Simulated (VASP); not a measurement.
VASP runs on HgSe (zinc blende) share one base input (PBE GGA, plane waves, VASP's PBE PAW potentials (set 64)) and change the settings named in each case.

### INCAR
```
NELM = 100
EDIFF = 1E-6
LASPH = .TRUE.   # aspherical one-centre terms
GGA = PE
SIGMA = 0.05
ENCUT = 400   # plane-wave cut-off (eV)
ISIF = 2
ALGO = Normal   # blocked Davidson
PREC = Accurate
LCHARG = .FALSE.
ISMEAR = 0
LREAL = .FALSE.
LWAVE = .FALSE.
SYSTEM = HgSe
LMAXMIX = 6
```

**POSCAR**
```
HgSe
1
    0.0000000000     3.0400000000     3.0400000000
    3.0400000000     0.0000000000     3.0400000000
    3.0400000000     3.0400000000     0.0000000000
Hg Se
1 1
Direct
  0.0000000000   0.0000000000   0.0000000000
  0.2500000000   0.2500000000   0.2500000000
```

File KPOINTS:
```
Automatic mesh
0
gamma
7 7 7
0 0 0
```

POTCAR, in this order: Hg Se (PBE.64 set). Program: vasp_std.

| change | E(σ→0) (eV/atom) | pressure (GPa) | −TS (eV) | irreducible k-points |
|---|---|---|---|---|
| base run | -2.0040 | 4.95 | -0.0002 | 20 |
| KPOINTS 4×4×4 Γ-centred mesh | -1.9712 | 5.31 | -0.0012 | 8 |
| KPOINTS 5×5×5 Γ-centred mesh | (withheld) | (withheld) | (withheld) | 10 |
| KPOINTS 6×6×6 Γ-centred mesh | (withheld) | (withheld) | (withheld) | 16 |
| KPOINTS 9×9×9 Γ-centred mesh | -2.0054 | 4.93 | -0.0001 | 35 |
| KPOINTS 11×11×11 Γ-centred mesh | -2.0057 | 4.93 | -0.0001 | 56 |
| KPOINTS 12×12×12 Γ-centred mesh | -2.0057 | 4.93 | -0.0001 | 72 |
| KPOINTS 13×13×13 Γ-centred mesh | -2.0057 | 4.93 | 0.0000 | 84 |

Q: Fill in the missing entries.

A: 
- KPOINTS 6×6×6 Γ-centred mesh, E(σ→0) (eV/atom): -2.0015
- KPOINTS 6×6×6 Γ-centred mesh, pressure (GPa): 4.98
- KPOINTS 6×6×6 Γ-centred mesh, −TS (eV): -0.0004
- KPOINTS 5×5×5 Γ-centred mesh, E(σ→0) (eV/atom): -1.9945
- KPOINTS 5×5×5 Γ-centred mesh, pressure (GPa): 5.06
- KPOINTS 5×5×5 Γ-centred mesh, −TS (eV): -0.0006

Unless said otherwise, spin-orbit coupling is left out, though it shifts the bands of the heavy elements here.

Left out are runs that ran out of time, are held back, or changed the cell or the kind of run, fixed moments of cells without a moment, rows past the twelfth, gaps on odd meshes, pressures of charged cells and columns that move by less than the noise.

The compound is HgSe in the zinc blende structure. The cell was not relaxed at this level.
